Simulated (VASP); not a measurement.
# SbP (P-6m2) in VASP: notebook, part 2 of 2

VASP 6.6.1. Earlier steps stand in the parts before.

## 3. Relaxation of cell and atoms, rSCAN

The input, INCAR:

```
PREC = Accurate
ENCUT = 600
EDIFF = 1E-7
ISMEAR = 0
SIGMA = 0.05
LREAL = False
LASPH = True
NELM = 60
ALGO = Normal
ISIF = 3
LWAVE = False
LCHARG = False
METAGGA = RSCAN
LMIXTAU = True
IBRION = 2
NSW = 40
EDIFFG = -0.01
```

The input, KPOINTS:

```
Automatic mesh
0
Gamma
  8 8 5
```

The input, POSCAR:

```
SbP
1.0
    3.6321932900      0.0000000000      0.0000000000
   -1.8160966500      3.1455716600      0.0000000000
    0.0000000000      0.0000000000      5.6588832400
Sb P
1 1
Direct
    0.3333333300      0.6666666700      0.5000000000
    0.0000000000      0.0000000000      0.0000000000
```

Potentials or basis: VASP PAW PBE potentials, release 64 (Sb, P).

Command:

```
cat potpaw_PBE.64/Sb/POTCAR potpaw_PBE.64/P/POTCAR > POTCAR
mpirun -np 1 vasp_std > vasp.out
```

OUTCAR:

```text
PREC = Accurate
   ENCUT = 600
   EDIFF = 1E-7
   ISMEAR = 0
   LREAL = False
   LASPH = True
   NELM = 60
   ISIF = 3
   METAGGA = RSCAN
   IBRION = 2
   NSW = 40
   EDIFFG = -0.01

 ion  position               nearest neighbor table
   1  0.333  0.667  0.500-
   2  0.000  0.000  0.000-

  LATTYP: Found a hexagonal cell.
 ALAT       =     3.6321932900
 C/A-ratio  =     1.5579796526

  Lattice vectors:

 A1 = (   3.6321932900,   0.0000000000,   0.0000000000)
 A2 = (  -1.8160966500,   3.1455716600,   0.0000000000)
 A3 = (   0.0000000000,   0.0000000000,   5.6588832400)

Analysis of symmetry for initial positions (statically):
=====================================================================
 Subroutine PRICEL returns:
 Original cell was already a primitive cell.

 Routine SETGRP: Setting up the symmetry group for a
[... 862 lines left out ...]
      2       3.5352      2.00000
      3       4.3831      2.00000
      4       8.4531      2.00000
      5       8.9104      2.00000
      6      12.2049      2.00000
      7      13.5350      0.00000
      8      16.3316      0.00000
      9      20.3215      0.00000

 [... further k-points ...]

[... ionic steps 4 to 21 ...]

--------------------------------------- Ionic step       22  -------------------------------------------

 number of electron      10.0000001 magnetization

------------------------ aborting loop because EDIFF is reached ----------------------------------------
[... 67 lines left out ...]
--------------------------------------- Ionic step       24  -------------------------------------------

 number of electron      10.0000001 magnetization

 Free energy of the ion-electron system (eV)
  ---------------------------------------------------
  ext. energy  EPLUGINS =         0.00000000
  ---------------------------------------------------
  free energy    TOTEN  =       -55.62732782 eV

  energy without entropy =      -55.62662870  energy(sigma->0) =      -55.62697826

 E-fermi :   8.0260     XC(G=0): -10.8371

 val. band max:        7.9563247768   @ k =   0.2500   0.0000   0.2000
 cond. band min:       8.0377372531   @ k =   0.2500   0.2500   0.0000
 fundamental gap:      0.0814124764
 Fermi energy:         8.0259829665
[... 317 lines left out ...]
  FREE ENERGIE OF THE ION-ELECTRON SYSTEM (eV)
  ---------------------------------------------------
  free  energy   TOTEN  =       -55.6273278241 eV

  energy  without entropy=      -55.6266286996  energy(sigma->0) =      -55.62697826

 reached required accuracy - stopping structural energy minimisation
```

CONTCAR:

```text
SbP
   1.00000000000000
     3.7204891710516552    0.0000000002231606    0.0000000000000000
    -1.8602445904541121    3.2220381359602346    0.0000000000000001
     0.0000000000000000   -0.0000000000000000    3.6733304110906961
  Sb              P
     1     1
Direct
     0.3333333300000021    0.6666666699999979    0.5000000000000000
     0.0000000000000000    0.0000000000000000    0.0000000000000000

  0.00000000E+00  0.00000000E+00  0.00000000E+00
  0.00000000E+00  0.00000000E+00  0.00000000E+00
```

Run time: 24 min. Hardware: 1 thread of Intel Xeon Platinum 8375C at 2.90GHz (Ice Lake), shared host; peak memory 0.23 GiB.

What came out:

```
Free energy                            : -55.6273 eV
Relaxed volume                         : 22.02 Å³/atom
Relaxed cell                           : a = 3.720 Å, b = 3.720 Å, c = 3.673 Å, α = 90.00°, β = 90.00°, γ = 120.00°
Space group after relaxing (to 0.05 Å) : P-6m2 (No. 187)
Energy gained by relaxing              : 1154.9 meV/atom
Ionic steps                            : 24
Pressure after relaxing                : 0.0 GPa
Band gap on the k mesh                 : none (metal or under the smearing width)
```

The path:
```csv
step,energy change (eV),largest force (eV/Å),pressure (GPa),volume (Å³)
1,0.0000,0.0000,-12.45,64.65
2,-1.3393,0.0000,-2.42,43.85
3,-1.3592,0.0000,0.07,42.20
4,-1.3598,0.0000,0.79,41.81
5,-1.4217,0.0000,1.98,41.58
6,-1.5725,0.0000,2.74,41.07
7,-2.1206,0.0000,8.49,39.38
8,0.7486,0.0000,59.16,33.09
9,-2.1013,0.0000,13.63,38.50
10,-2.1414,0.0000,11.09,38.88
11,-2.1640,0.0000,10.63,39.18
12,-2.1747,0.0000,10.15,39.76
13,-2.2065,0.0000,8.69,40.29
14,-2.2754,0.0000,4.69,41.90
15,-2.3018,0.0000,-1.88,45.25
16,-2.3080,0.0000,-0.14,44.25
17,-2.3080,0.0000,0.03,44.16
18,-2.3085,0.0000,0.05,44.12
19,-2.3095,0.0000,0.11,44.02
20,-2.3089,0.0000,0.29,43.81
21,-2.3097,0.0000,0.16,43.94
22,-2.3097,0.0000,0.16,43.95
23,-2.3098,0.0000,0.07,44.00
24,-2.3098,0.0000,0.00,44.03
```

Final structure:
```yaml
crystal:
  lattice:
    - [3.72049, 0.00000, 0.00000]
    - [-1.86024, 3.22204, 0.00000]
    - [0.00000, 0.00000, 3.67333]
  atoms:
    - { symbol: Sb, position: [0.33333, 0.66667, 0.50000] }
    - { symbol: P, position: [0.00000, 0.00000, 0.00000] }
```

Caveat: the volume moved by over 15 % at a fixed basis, so the end points are rough; the PAW data sets were made with another functional, which shifts forces and pressure a little. The run has no spin-orbit coupling, so splittings on Sb are missing.

## 4. Relaxation of cell and atoms, r2SCAN+D3(BJ)

The input, INCAR:

```
  PREC = Accurate
  ENCUT = 600
  EDIFF = 1E-6
  ISMEAR = 0
  SIGMA = 0.05
  LREAL = F
  LASPH = T
  NELM = 100
  ALGO = Normal
  ISIF = 3
  LWAVE = F
  LCHARG = F
  METAGGA = R2SCAN
  LMIXTAU = T
  IVDW = 12
  VDW_S6 = 1.0
  VDW_S8 = 0.78981345
  VDW_A1 = 0.49484001
  VDW_A2 = 5.73083694
  IBRION = 2
  NSW = 40
  EDIFFG = -0.005
```

The input, KPOINTS:

```
regular mesh
0
Gamma
  8 8 5
```

POSCAR is that of step 3.

Command:

```
cat potpaw_PBE.64/Sb/POTCAR potpaw_PBE.64/P/POTCAR > POTCAR
mpirun -np 1 vasp_std > vasp.out
```

Run time: 25 min. Hardware: 1 thread of Intel Xeon Platinum 8375C at 2.90GHz (Ice Lake), shared host; peak memory 0.26 GiB.

The run converged. Its results:

* Free energy: -34.4225 eV
* Relaxed volume: 21.60 Å³/atom
* Relaxed cell: a = 3.693 Å, b = 3.693 Å, c = 3.657 Å, α = 90.00°, β = 90.00°, γ = 120.00°
* Space group after relaxing (to 0.05 Å): P-6m2 (No. 187)
* Energy gained by relaxing: 1227.9 meV/atom
* Ionic steps: 24
* Pressure after relaxing: 0.0 GPa
* Band gap on the k mesh: none (metal or under the smearing width)
* Dispersion energy per atom: -0.225 eV

Step by step:
| step | energy change (eV) | largest force (eV/Å) | pressure (GPa) | volume (Å³) |
| --- | --- | --- | --- | --- |
| 1 | 0.0000 | 0.0000 | -12.85 | 64.65 |
| 2 | -1.4811 | 0.0000 | -3.32 | 43.28 |
| 3 | -1.5112 | 0.0000 | 0.24 | 41.21 |
| 4 | -1.5112 | 0.0000 | 1.07 | 40.81 |
| 5 | -1.5636 | 0.0000 | 1.88 | 40.68 |
| 6 | -1.5858 | 0.0000 | 2.51 | 40.60 |
| 7 | -1.6654 | 0.0000 | 2.75 | 40.39 |
| 8 | -1.9696 | 0.0000 | 4.67 | 39.79 |
| 9 | -2.1991 | 0.0000 | 15.59 | 37.80 |
| 10 | -2.2960 | 0.0000 | 9.12 | 38.74 |
| 11 | -2.3058 | 0.0000 | 10.90 | 38.41 |
| 12 | -2.3250 | 0.0000 | 10.50 | 38.67 |
| 13 | -2.3374 | 0.0000 | 9.93 | 39.12 |
| 14 | -2.3613 | 0.0000 | 8.64 | 39.52 |
| 15 | -2.4154 | 0.0000 | 5.35 | 40.71 |
| 16 | -2.4557 | 0.0000 | -0.01 | 43.18 |
| 17 | -2.4557 | 0.0000 | 0.16 | 43.09 |
| 18 | -2.4557 | 0.0000 | 0.16 | 43.10 |
| 19 | -2.4558 | 0.0000 | 0.14 | 43.11 |
| 20 | -2.4558 | 0.0000 | 0.09 | 43.14 |
| 21 | -2.4558 | 0.0000 | 0.09 | 43.13 |
| 22 | -2.4558 | 0.0000 | 0.08 | 43.16 |
| 23 | -2.4558 | 0.0000 | -0.11 | 43.24 |
| 24 | -2.4558 | 0.0000 | -0.01 | 43.19 |

Final structure:
```
Sb P
1.0
     3.69291    0.00000    0.00000
    -1.84646    3.19816    0.00000
     0.00000    0.00000    3.65727
Sb P
1 1
Direct
  0.33333 0.66667 0.50000
  0.00000 0.00000 0.00000
```

Levels at points of the mesh, in eV from the Fermi level:
```tsv
k point	band 2	band 3	band 4	band 5	band 6	band 7	band 8	band 9
(0.00, 0.00, 0.00)	-4.67	-3.78	-1.64	-1.64	2.48	2.48	3.55	7.29
(0.50, 0.00, 0.00)	-10.11	-3.61	-1.93	-1.48	1.50	2.05	3.71	5.72
```

Caveat: the volume moved by over 15 % at a fixed basis, so the end points are rough; the PAW data sets were made with another functional, which shifts forces and pressure a little; pairwise dispersion overbinds metals, which lowers pressure and volume.

## 5. Summary

```csv
level,gap on the mesh (eV),pressure (GPa),relaxed volume (Å³/atom)
r2SCAN,none,0.0,22.04
rSCAN,none,0.0,22.02
r2SCAN+D3(BJ),none,0.0,21.60
```

Alike in all rows: task relaxation of cell and atoms; potentials or basis VASP PAW PBE potentials, release 64 (Sb, P); no spin polarisation; cell relaxed; k mesh 8 × 8 × 5; cutoff (eV) 600; smearing gaussian 0.05 eV.

Caveats: the volume moved by over 15 % at a fixed basis, so the end points are rough; the PAW data sets were made with another functional, which shifts forces and pressure a little; pairwise dispersion overbinds metals, which lowers pressure and volume (some runs).

Absolute energies hang on the potentials; compare differences alone.
